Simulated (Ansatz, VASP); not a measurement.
# One calculation of SiPb, two programs

```
Pb Si
1.0
     2.87884    0.00000    0.00000
     0.00000    2.87884    0.00000
     0.00000    0.00000    2.87884
Pb Si
1 1
Cartesian
  0.0000 0.0000 0.0000
  1.4394 1.4394 1.4394
```

Change from the starting cell: volume scaled by 0.52, LAPW.

Alike in both runs: task single point; functional PBEsol; k mesh 11 × 11 × 11; occupations fermi-dirac, width 0.08 eV; no spin polarisation.

```csv
,VASP,Ansatz
version,VASP 6.6.1,Ansatz 0.2.0
potentials or method,"VASP PAW PBE potentials, release 64 (Pb_d, Si), cutoff 520 eV","all-electron LAPW, scalar-relativistic"
```

|  | VASP | Ansatz | Ansatz less VASP |
| --- | --- | --- | --- |
| pressure (GPa) | 181.1 | 180.7 | -0.41 |

Ansatz ran all-electron here, so the differences hold the error of VASP's frozen core and of both bases.

Caveats: the cell as given lies far from equilibrium; so large a pressure means that the cell lies far from this level's equilibrium, or that cutoff or potentials fall short (VASP); the potentials were made for another functional, which shifts forces and pressure (VASP). The runs have no spin-orbit coupling, so splittings on Pb are missing.
